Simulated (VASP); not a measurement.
Output of a VASP run:

OSZICAR:
```
       N       E                     dE             d eps       ncg     rms          rms(c)
DAV:   1     0.115816367555E+03    0.11582E+03   -0.18754E+04  1240   0.111E+03
DAV:   2    -0.904233121939E+02   -0.20624E+03   -0.19680E+03  1660   0.210E+02
DAV:   3    -0.100802699751E+03   -0.10379E+02   -0.10328E+02  1520   0.493E+01
DAV:   4    -0.100987680277E+03   -0.18498E+00   -0.18457E+00  1528   0.722E+00
DAV:   5    -0.100992645795E+03   -0.49655E-02   -0.49630E-02  1493   0.113E+00    0.208E+01
DAV:   6    -0.906678949204E+02    0.10325E+02   -0.35878E+01  1443   0.235E+01    0.919E+00
DAV:   7    -0.904303295129E+02    0.23757E+00   -0.27029E+00  1696   0.677E+00    0.408E+00
DAV:   8    -0.903896437136E+02    0.40686E-01   -0.17932E-01  1464   0.191E+00    0.112E+00
DAV:   9    -0.903865847978E+02    0.30589E-02   -0.24202E-02  1506   0.776E-01    0.181E-01
DAV:  10    -0.903873392852E+02   -0.75449E-03   -0.21368E-03  1556   0.219E-01    0.884E-02
DAV:  11    -0.903874570629E+02   -0.11778E-03   -0.30267E-04  1478   0.104E-01    0.188E-02
DAV:  12    -0.903874595556E+02   -0.24927E-05   -0.13081E-05  1564   0.183E-02    0.698E-03
DAV:  13    -0.903874609027E+02   -0.13471E-05   -0.92707E-07  1040   0.547E-03    0.197E-03
DAV:  14    -0.903874612712E+02   -0.36852E-06   -0.15880E-07   956   0.201E-03
   1 F= -.90387461E+02 E0= -.90387461E+02  d E =-.134462E-54
```

**OUTCAR**
```
------------------------ aborting loop because EDIFF is reached ----------------------------------------
  FORCE on cell =-STRESS in cart. coord.  units (eV):
  Direction    XX          YY          ZZ          XY          YZ          ZX
  --------------------------------------------------------------------------------------
  Total       -2.8117905     -2.8117893     -2.8524578     -0.0000005      0.0000000      0.0000000
  in kB      -35.3498395    -35.3498235    -35.8611082     -0.0000066      0.0000000      0.0000000
  external PRESSURE =     -35.5202571 kB  Pullay stress =       0.0000000 kB
  volume of cell :      127.44
      direct lattice vectors                 reciprocal lattice vectors
     3.106771000  0.000000000  0.000000000     0.321877602  0.185836103  0.000000000
    -1.553385000  2.690542000  0.000000000     0.000000000  0.371672325  0.000000000
     0.000000000  0.000000000 15.246041000     0.000000000  0.000000000  0.065590798
  FREE ENERGIE OF THE ION-ELECTRON SYSTEM (eV)
  ---------------------------------------------------
  free  energy   TOTEN  =       -90.3874612712 eV

  energy  without entropy=      -90.3874612712  energy(sigma->0) =      -90.38746127
```
(Selected blocks of OUTCAR.)

File POSCAR:
```
SiC
1
    3.1067710000     0.0000000000     0.0000000000
   -1.5533850000     2.6905420000     0.0000000000
    0.0000000000     0.0000000000    15.2460410000
Si C
6 6
Direct
  0.3333330000   0.6666670000   0.8329900000
  0.6666670000   0.3333330000   0.3329900000
  0.6666670000   0.3333330000   0.6665000000
  0.3333330000   0.6666670000   0.1665000000
  0.0000000000   0.0000000000   0.4997300000
  0.0000000000   0.0000000000   0.9997300000
  0.0000000000   0.0000000000   0.8743700000
  0.0000000000   0.0000000000   0.3743700000
  0.3333330000   0.6666670000   0.7080000000
  0.6666670000   0.3333330000   0.2080000000
  0.6666670000   0.3333330000   0.5415200000
  0.3333330000   0.6666670000   0.0415200000
```

Problem. Reconstruct the remaining input files.

Solution. This is not unique; one that fits is the input of the run itself, PBE GGA, plane waves, VASP's PBE PAW potentials (set 64).

**INCAR**
```
! general
SYSTEM  =  SiC
PREC    =  Accurate
ENCUT   =  400
LREAL   =  .FALSE.   ! projection in real space or not
LASPH   =  .TRUE.

! electronic loop
EDIFF   =  1E-6   ! SCF stop (eV)
NELM    =  100
ALGO    =  Normal

! smearing
ISMEAR  =  0   ! Gaussian
SIGMA   =  0.01   ! width (eV)

! functional
GGA     =  PE   ! PBE

! ions
ISIF    =  2   ! forces and stress, cell fixed

! output
LWAVE   =  .FALSE.
LCHARG  =  .FALSE.
```

**KPOINTS**
```
Automatic mesh
0
G
 8 8 2
0 0 0
```

POTCAR, in this order: Si C (PBE.64 set). Program: vasp_std.

At this cut-off the stress carries a Pulay error, which pulls relaxed volumes low.

The structure comes from a computed database's SiC entry; how it stands against other phases isn't given here. The cell was not relaxed at this level.
